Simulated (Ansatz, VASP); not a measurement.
**SiC (Moissanite 3C): VASP beside Ansatz**

Wanted: the spread between two codes on one cell, functional and k mesh. The cell is taken from a series of runs on this material, whose earlier steps may have relaxed, scaled, displaced or heated it; both programs get it as it stands.

Program: Ansatz 0.2.0. Level of theory: plane waves, with VASP 6.6.1 beside it; single point at PBE, spin-orbit coupling. Results are calculated unless marked as measured.

## (1) The structure

Symmetry: F-43m, No. 216, cubic system. The conventional cell has a = 4.358 Å, b = 4.358 Å, c = 4.358 Å, α = 90.00°, β = 90.00°, γ = 90.00°. Nearest to Si lie 4 C at 1.89 Å. C has 4 Si at 1.89 Å nearest. Farther neighbours are not listed.

## (2) Ansatz: single point, PBE, spin-orbit coupling

Ansatz runs on norm-conserving files, of PseudoDojo where its log says so.

With cell and atoms fixed, the geometry can't cause a difference; cores, projectors, grids and the points listed under the comparison can.

Contents of input.yaml:

```yaml
crystal:
  lattice:
    - [0.0, 2.179, 2.179]
    - [2.179, 0.0, 2.179]
    - [2.179, 2.179, 0.0]
  atoms:
    - { symbol: Si, position: [0.0, 0.0, 0.0] }
    - { symbol: C, position: [0.25, 0.25, 0.25] }
kpoints:
  mp_grid: { grid: [8, 8, 8] }
  band_path:
    path:
      - [0.0, 0.0, 0.0]
      - [-0.5, -0.5, 0.0]
      - [-0.375, -0.375, 0.25]
      - [-0.375, 0.0, 0.375]
      - [0.0, 0.0, 0.5]
      - [-0.5, -0.25, 0.25]
    npoints: 1
hamiltonian:
  xc: pbe
  pseudopotentials: { kind: nc_fr }
scf:
  occupations: { method: fermi_dirac, width: 0.02 }
  n_extra_bands: 8
magnetization:
  noncollinear: true
  spin_orbit: true
output:
  eigenvalues: true
  write_density: true
  write_potential: true
  elf: true
  volumetric_format: npy
```

Run with:

```
$ ansatz run input.yaml --threads 3 --pin off --max-ram 92160MiB --backend cuda --devices 1 --max-vram 13GiB --events-out ev --progress --plain --runs-dir out
```

Numbers of over 12 decimals in the logs are rounded to 6 here.

The program printed:

```text
scf.n_extra_bands = 8 over 8 filled bands (N_el = 8.0): the run solves 16 bands
GPUs: using 1 of 1 available (devices: 1).
Engine: ansatz 0.2.0, x86_64-unknown-linux-gnu
Pseudopotentials: kind: nc_fr
Pseudopotential: Si, nc_fr, valence charge 4, recommended cutoff 489.804952 eV (normal), Si.nc_fr.azcp (PseudoDojo's, or run here from an input of PseudoDojo's: the run reads no file of this project's for it)
Pseudopotential: C, nc_fr, valence charge 4, recommended cutoff 1115.666836 eV (normal), C.nc_fr.azcp (PseudoDojo's, or run here from an input of PseudoDojo's: the run reads no file of this project's for it)
Functional definition: PBE
  parameter kappa = 0.804
  parameter beta = 0.066725
  exchange = pbe_x(kappa = kappa, mu = beta*pi^2/3)
  correlation = pbe_c(beta = beta)
non-collinear run that drives no moment, with spin-orbit: no starting moment large enough to seed its density (crystal.atoms[].spin), no starting occupations that ask for one, no magnetisation constraint and no magnetic field, so the semilocal B_xc is pinned to zero
device memory: the entry about to start is reckoned to put 2.4 GiB on a device that reports 41.7 GiB free (of which the cap on the GPU budget leaves the run 13.0 GiB)
GPU FFT provider: cuFFT
GPU libraries: cuBLAS 13.8.2, cuFFT 12.4.0, cuSOLVER 12.3.4
Crystal: 2 atoms, lattice volume = 20.692 Å³
Basis set: ecut = 1115.666836 eV, 1807 PW (Γ)
Bands: 16, of which v1, the nominal top of the filled ones, is band 8 counted from 1 (7 counted from 0)
Symmetry: 24 space group operations + 24 with time reversal
Magnetic group: BNS 216.75 (UNI 1577), of the structure as read, at distance tolerance 2.7e-5 Å
k-points: 29 of 512 (time reversal used)
Projection manifold: j_resolved (fully-relativistic pseudo-atomic orbitals)
Non-local potential: Si, projectors of the file, l = 0: 2, l = 1: 4, l = 2: 4
Non-local potential: C, projectors of the file, l = 0: 2, l = 1: 4
Initial density: superposition of atomic densities (chi_scale 0.1, normalization cell, long waves kept (reshape's long-wave potential 0.00 eV rms))
Initial wavefunctions: pseudopotential atomic-orbital guess
GPU buffer pool allocated for 46656 grid points (all kernels)
GPU transforms: local potential and band sums: pruned to the plane-wave sphere, on 36×36×36
Functional: x = pbe(κ = 0.804, μ = 0.219515), c = pbe(β = 0.066725)
SCF iter   1: F=—  HF=-280.977362 eV  |F-HF|=—  |Δ(HF+E_count)|=         —  Δρ=1.41e-1  dr2=4.94e0  dr2_m=0.00e0 (ungated)  ethr=3.10e-3  |M|=0.00e0 ∫|m|=0.00e0 μB  |m|>n=0.0e0 m-floor=0.0e0 τ_xc=0.0e0  β_m=0.30  ⟨swp⟩=6.8  Hψ=4028  notcnv=0
preconditioner: auto → none  [insulator: Δε(μ)=3.291 eV  Ē_g=14.752 eV  σ=0.020 eV  W_gap=1.00  n_scr=0 (ndim 8)  ℏωp=23.1 eV  f_vac=0.000  D(μ)=0.00/eV (n_scr^D=0)  ε∞_Penn≈3.4]
SCF iter   2: F=—  HF=-279.587927 eV  |F-HF|=—  |Δ(HF+E_count)|=    1.39e0  Δρ=5.33e-2  dr2=5.80e-1  dr2_m=0.00e0 (ungated)  ethr=3.10e-3  |M|=0.00e0 ∫|m|=0.00e0 μB  |m|>n=0.0e0 m-floor=0.0e0 τ_xc=0.0e0  β_m=0.37  ⟨swp⟩=3.3  Hψ=1252  notcnv=0  defer=92
SCF iter   3: F=—  HF=-279.452860 eV  |F-HF|=—  |Δ(HF+E_count)|=   1.35e-1  Δρ=2.30e-2  dr2=5.63e-2  dr2_m=0.00e0 (ungated)  ethr=3.10e-3  |M|=0.00e0 ∫|m|=0.00e0 μB  |m|>n=0.0e0 m-floor=0.0e0 τ_xc=0.0e0  β_m=0.60  ⟨swp⟩=2.5  Hψ=781  notcnv=0  defer=90
SCF iter   4: F=—  HF=-279.449840 eV  |F-HF|=—  |Δ(HF+E_count)|=   3.02e-3  Δρ=1.75e-3  dr2=3.03e-4  dr2_m=0.00e0 (ungated)  ethr=7.03e-4  |M|=0.00e0 ∫|m|=0.00e0 μB  |m|>n=0.0e0 m-floor=0.0e0 τ_xc=0.0e0  β_m=0.80  ⟨swp⟩=2.0  Hψ=602  notcnv=0  defer=90
SCF iter   5: F=—  HF=-279.449944 eV  |F-HF|=—  |Δ(HF+E_count)|=   1.04e-4  Δρ=3.36e-4  dr2=1.40e-5  dr2_m=0.00e0 (ungated)  ethr=3.79e-6  |M|=0.00e0 ∫|m|=0.00e0 μB  |m|>n=0.0e0 m-floor=0.0e0 τ_xc=0.0e0  β_m=0.87  ⟨swp⟩=2.4  Hψ=596  notcnv=0  defer=90
SCF iter   6: F=—  HF=-279.449974 eV  |F-HF|=—  |Δ(HF+E_count)|=   2.98e-5  Δρ=2.63e-5  dr2=1.78e-7  dr2_m=0.00e0 (ungated)  ethr=1.75e-7  |M|=0.00e0 ∫|m|=0.00e0 μB  |m|>n=0.0e0 m-floor=0.0e0 τ_xc=0.0e0  β_m=0.91  ⟨swp⟩=2.4  Hψ=650  notcnv=0  defer=90
SCF iter   7: F=-279.449974 eV  HF=-279.449974 eV  |F-HF|=6.47e-10  |Δ(HF+E_count)|=   2.37e-9  Δρ=3.67e-6  dr2=9.97e-10  dr2_m=0.00e0 (ungated)  ethr=1.25e-9  |M|=0.00e0 ∫|m|=0.00e0 μB  |m|>n=0.0e0 m-floor=0.0e0 τ_xc=0.0e0  ⟨swp⟩=9.5  Hψ=2345  notcnv=0
SCF 1 converged in 7 iterations: F = -279.449974 eV  dr2 = 9.97e-10
device memory: the entry about to start is reckoned to put 1.5 GiB on a device that reports 42.3 GiB free (of which the cap on the GPU budget leaves the run 13.0 GiB)
NSCF: frozen V_eff on 6 k-points
SCF converged after 7 iterations
Magnetization: |M| = 0.0000 μB,  M = (+0.0000, +0.0000, +0.0000) μB
Absolute magnetization: 0.0000 μB (∫|m|)
  site 0: m = (+0.0000, +0.0000, +0.0000) μB, |m| = 0.0000 μB  (R = 0.78 Å)
  site 1: m = (+0.0000, +0.0000, +0.0000) μB, |m| = 0.0000 μB  (R = 0.78 Å)
Free energy (F): -279.449974 eV
Harris-Foulkes:  -279.449974 eV  (|F-HF|=6.47e-10)
Internal energy: -279.449974 eV  (E = F + TS)
E sigma→0 (E₀):  -279.449974 eV
Fermi energy:    10.178152 eV
--- Per-component energies (eV) ---
  E_band       = 28.798527
  E_kinetic    = 160.306049
  E_local      = -90.971871  (includes V_loc(G=0)·N_el)
  E_nonlocal   = 7.075830
  E_hartree    = 31.757823
  E_xc         = -102.834025
  E_vxc        = -111.127205  (∫ρ·V_xc dr)
  E_ewald      = -284.783780
  E_smearing   = -0.000000  (= −TS)
  E_closure    = 0.000000  (closes the sum)
  Σ components = -279.449974   (vs F -279.449974, Δ=0.00e0)
--- Band table (eV; the first three rows and the last of 29) ---
  k-point 0: bands = [... 4 lower, 9.5015, 9.5015, 9.5015, 9.5015, 15.7215, 15.7215, 16.7675, 16.7675, ... 4 higher]
  k-point 1: bands = [... 4 lower, 9.2902, 9.2902, 9.3009, 9.3010, 15.9661, 15.9661, 17.1378, 17.1378, ... 4 higher]
  k-point 2: bands = [... 4 lower, 8.8832, 8.8832, 8.8964, 8.8965, 15.4848, 15.4848, 17.3927, 17.3927, ... 4 higher]
  k-point 28: bands = [... 4 lower, 4.5034, 4.5061, 4.7979, 4.8140, 14.7102, 14.7105, 18.9245, 18.9479, ... 4 higher]
```

## (3) VASP: single point, PBE, spin-orbit coupling

The same cell, functional, mesh and smearing now go to VASP, with its own data sets.

Lines of VASP's logs that name or quote its potential files are left out, and so is its time.

Contents of INCAR:

```
SYSTEM = SiC
PREC = Accurate
ENCUT = 520
EDIFF = 1E-06
NELM = 200
ISMEAR = -1
SIGMA = 0.02
LREAL = .FALSE.
ALGO = Normal
GGA = PE
LNONCOLLINEAR = .TRUE.
MAGMOM = 0 0 0 0 0 0
NBANDS = 20
GGA_COMPAT = .FALSE.
LASPH = .TRUE.
LSORBIT = .TRUE.
LORBIT = 11
LWAVE = .FALSE.
LCHARG = .FALSE.
ISIF = 2
EFERMI = MIDGAP
```

Contents of POSCAR:

```
SiC
1.0
    0.0000000000      2.1790000000      2.1790000000
    2.1790000000      0.0000000000      2.1790000000
    2.1790000000      2.1790000000      0.0000000000
Si C
1 1
Direct
    0.0000000000      0.0000000000      0.0000000000
    0.2500000000      0.2500000000      0.2500000000
```

Contents of KPOINTS:

```
Automatic mesh
0
Gamma
8 8 8
0 0 0
```

PAW data sets: Si and C (PBE family, release 64).

Run with:

```
$ mpirun -np 1 vasp_ncl
```

The program printed:

```text
[banner, memory and clock lines left out]
running    1 mpi-ranks, on    1 nodes
 distrk:  each k-point on    1 cores,    1 groups
 distr:  one band on    1 cores,    1 groups

 POSCAR found type information on POSCAR SiC
 POSCAR found :  2 types and       2 ions
 LDA part: xc-table for (Slater+PW92), standard interpolation
 POSCAR, INCAR and KPOINTS ok, starting setup
 FFT: planning ... GRIDC
 FFT: planning ... GRID_SOFT
 FFT: planning ... GRID
 WAVECAR not read
 entering main loop
       N       E                     dE             d eps       ncg     rms          rms(c)
DAV:   1     0.104964021551E+02    0.10496E+02   -0.33816E+03  1720   0.697E+02
DAV:   2    -0.157858357140E+02   -0.26282E+02   -0.24445E+02  2328   0.142E+02
DAV:   3    -0.169058080008E+02   -0.11200E+01   -0.11097E+01  2140   0.239E+01
DAV:   4    -0.169125685935E+02   -0.67606E-02   -0.67584E-02  2004   0.227E+00
DAV:   5    -0.169126134405E+02   -0.44847E-04   -0.44846E-04  1984   0.179E-01    0.881E+00
DAV:   6    -0.150988464033E+02    0.18138E+01   -0.22528E+00  1824   0.125E+01    0.391E+00
DAV:   7    -0.150654597619E+02    0.33387E-01   -0.47895E-01  2088   0.509E+00    0.180E+00
DAV:   8    -0.150576598356E+02    0.77999E-02   -0.21521E-02  1804   0.120E+00    0.250E-01
DAV:   9    -0.150566584088E+02    0.10014E-02   -0.26109E-03  2128   0.436E-01    0.101E-01
DAV:  10    -0.150567949769E+02   -0.13657E-03   -0.59907E-04  1952   0.167E-01    0.659E-02
DAV:  11    -0.150568094820E+02   -0.14505E-04   -0.14752E-05  1972   0.341E-02    0.260E-02
DAV:  12    -0.150568095437E+02   -0.61687E-07   -0.15167E-05  1992   0.331E-02    0.614E-03
DAV:  13    -0.150568098188E+02   -0.27517E-06   -0.13726E-06  1764   0.899E-03
   1 F= -.15056810E+02 E0= -.15056810E+02  d E =-.324557E-16  mag=    -0.0000    -0.0000    -0.0000
```

OUTCAR, selected parts (step 3):

```text
ion  position               nearest neighbor table
   1  0.000  0.000  0.000-   2 1.89   2 1.89   2 1.89   2 1.89
   2  0.250  0.250  0.250-   1 1.89   1 1.89   1 1.89   1 1.89

  LATTYP: Found a face centered cubic cell.
 ALAT       =     4.3580000000

 Subroutine GETGRP returns: Found 24 space group operations
 (whereof 24 operations were pure point group operations)

The static configuration has the point symmetry T_d .

 Found     43 irreducible k-points:

   k-points           NKPTS =     43   k-points in BZ     NKDIM =     43   number of bands    NBANDS=     20

   dimension x,y,z NGX =    24 NGY =   24 NGZ =   24
   dimension x,y,z NGXF=    48 NGYF=   48 NGZF=   48

   ENCUT  =  520.0 eV  38.22 Ry    6.18 a.u.   5.73  5.73  5.73*2*pi/ulx,y,z

   NELECT =       8.0000    total number of electrons

 k-points in reciprocal lattice and weights: Automatic mesh
   0.00000000  0.00000000  0.00000000       0.002
   0.12500000  0.00000000  0.00000000       0.008
  -0.12500000  0.00000000  0.00000000       0.008
   0.25000000  0.00000000  0.00000000       0.008
  -0.25000000  0.00000000  0.00000000       0.008
   0.37500000  0.00000000  0.00000000       0.008
  -0.37500000  0.00000000  0.00000000       0.008
   0.50000000  0.00000000  0.00000000       0.008
   0.12500000  0.12500000  0.00000000       0.012
[...]
-0.37500000  0.50000000  0.12500000       0.023
  -0.25000000  0.50000000  0.25000000       0.012

 average (electrostatic) potential at core
       1 -80.3731       2 -44.7805

 E-fermi :   8.7884

 k-point     1 :       0.0000    0.0000    0.0000
  band No.  band energies     occupation
    ...
      4       8.0984      1.00000
      5       8.1127      1.00000
      6       8.1127      1.00000
      7       8.1127      1.00000
      8       8.1127      1.00000
      9      14.3417      0.00000
     10      14.3417      0.00000
     11      15.3728      0.00000
     12      15.3728      0.00000
     13      15.4352      0.00000
    ...

 k-point     2 :       0.1250    0.0000    0.0000
  band No.  band energies     occupation
    ...
      4       6.6242      1.00000
      5       7.9016      1.00000
      6       7.9016      1.00000
      7       7.9125      1.00000
      8       7.9125      1.00000
      9      14.5801      0.00000
     10      14.5801      0.00000
     11      15.7446      0.00000
     12      15.7446      0.00000
     13      15.7860      0.00000
    ...

 k-point     3 :      -0.1250    0.0000    0.0000
  band No.  band energies     occupation
    ...
      4       6.6242      1.00000
      5       7.9016      1.00000
      6       7.9016      1.00000
      7       7.9125      1.00000
      8       7.9125      1.00000
      9      14.5801      0.00000
     10      14.5801      0.00000
     11      15.7446      0.00000
     12      15.7446      0.00000
     13      15.7860      0.00000
    ...

  Total        0.4158378      0.4158378      0.4158378      0.0000000     -0.0000000      0.0000000
  in kB       32.1982930     32.1982930     32.1982930      0.0000000     -0.0000000      0.0000000
  external PRESSURE =      32.1982930 kB  Pullay stress =       0.0000000 kB

  energy-cutoff  :      520.00
  volume of cell :       20.69
      direct lattice vectors                 reciprocal lattice vectors
     0.000000000  2.179000000  2.179000000    -0.229463056  0.229463056  0.229463056
     2.179000000  0.000000000  2.179000000     0.229463056 -0.229463056  0.229463056
     2.179000000  2.179000000  0.000000000     0.229463056  0.229463056 -0.229463056

 POSITION                                       TOTAL-FORCE (eV/Angst)
 -----------------------------------------------------------------------------------
      0.00000      0.00000      0.00000         0.000000      0.000000      0.000000
      1.08950      1.08950      1.08950        -0.000000     -0.000000     -0.000000
 -----------------------------------------------------------------------------------
    total drift:                                0.000000      0.000000      0.000000

  FREE ENERGIE OF THE ION-ELECTRON SYSTEM (eV)
  ---------------------------------------------------
  free  energy   TOTEN  =       -15.0568098188 eV

  energy  without entropy=      -15.0568098188  energy(sigma->0) =      -15.05680982

 Spin-Orbit-Coupling matrix elements
 Ion:    1  E_soc:     -0.0002731
 Ion:    2  E_soc:     -0.0000177

 total charge
# of ion       s       p       d       tot
------------------------------------------
    1        0.708   0.972   0.000   1.680
    2        0.837   1.709   0.000   2.546
--------------------------------------------------
tot          1.545   2.681   0.000   4.226

 magnetization (x)
# of ion       s       p       d       tot
------------------------------------------
    1       -0.000   0.000   0.000   0.000
    2       -0.000   0.000   0.000  -0.000
--------------------------------------------------
tot         -0.000   0.000   0.000   0.000

 magnetization (y)
# of ion       s       p       d       tot
------------------------------------------
    1        0.000   0.000   0.000   0.000
    2        0.000   0.000   0.000   0.000
--------------------------------------------------
tot          0.000   0.000   0.000   0.000

 magnetization (z)
# of ion       s       p       d       tot
------------------------------------------
    1        0.000   0.000   0.000   0.000
    2        0.000  -0.000   0.000   0.000
--------------------------------------------------
tot          0.000   0.000   0.000   0.000

[... 3 further parts left out ...]
```

The run ends at a pressure of 3.22 GPa.

## (4) Differences

Known differences besides the potentials themselves: spin-orbit coupling enters by fully relativistic files in Ansatz and inside the spheres in VASP; the cutoff is 1115.67 eV in Ansatz and 520 eV in VASP. Total energies have different zeros and are not compared.

The two programs side by side:

```csv
quantity,Ansatz,VASP,difference
gap on the k mesh (eV),1.357,1.351,+0.006
```

A gap on the mesh is an upper bound, since the band edges may lie between its points.

## (5) Outcome

| Property | Result |
| --- | --- |
| difference in gap on the k mesh (single point, PBE, spin-orbit coupling) | 0.0056 eV |

**Reading.** The difference in gap on the k mesh is 0.0056 eV (single point, PBE, spin-orbit coupling), within the 0.08 eV picked in this series as the mark of a large difference. Such differences can come from data sets, numerical settings and the points named under the comparisons, not from the functional's error against experiment.

[Lines on the potential files, build, host, timing and source positions are cut from VASP's logs without a mark.]

[Logs are printed without paths, hosts, clocks, repeated set-up lines and the standing remarks that a program may print on its own settings, such as how far it seeks lower states.]

[Hosts, paths, dates, database ids (printed as entryN), source tags and the programs' standing remarks are cut or masked in the printed files.]
